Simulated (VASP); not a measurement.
Here is the system:

```
CELL_PARAMETERS angstrom
      0.00000     3.13122     3.13122
      3.13122     0.00000     3.13122
     12.58174    12.58174    -0.05685
ATOMIC_POSITIONS crystal
  Zn 0.98898 0.98898 0.00827
  Zn 0.00879 0.00879 0.24341
  Te 0.24978 0.24978 0.06267
  Te 0.26892 0.26892 0.29831
  Te 0.24820 0.24820 0.56385
  Te 0.22928 0.22928 0.82804
  Cd 0.01298 0.01298 0.49026
  Cd 0.99307 0.99307 0.75520
```

Method: PBEsol GGA, VASP's PBE PAW potentials (set 64) (plane waves; VASP). Settings: 400 eV cut-off, Gaussian smearing of 0.050 eV, potentials Zn Te Cd.

Unless said otherwise, spin-orbit coupling is left out, though it shifts the bands of the heavy elements here.

Estimate the band gap (along the path) with the smallest direct gap where there is one.

```
Property                               Result
------------------------------------  -------
band gap (along the path)             0.73 eV
smallest direct gap (along the path)  0.73 eV
```

Only differences to runs with the same potentials and settings are physical.

The structure was generated: Cd2Zn2Te4 was put into an ordered model structure (R3m), which need not be its known phase. It was relaxed first.
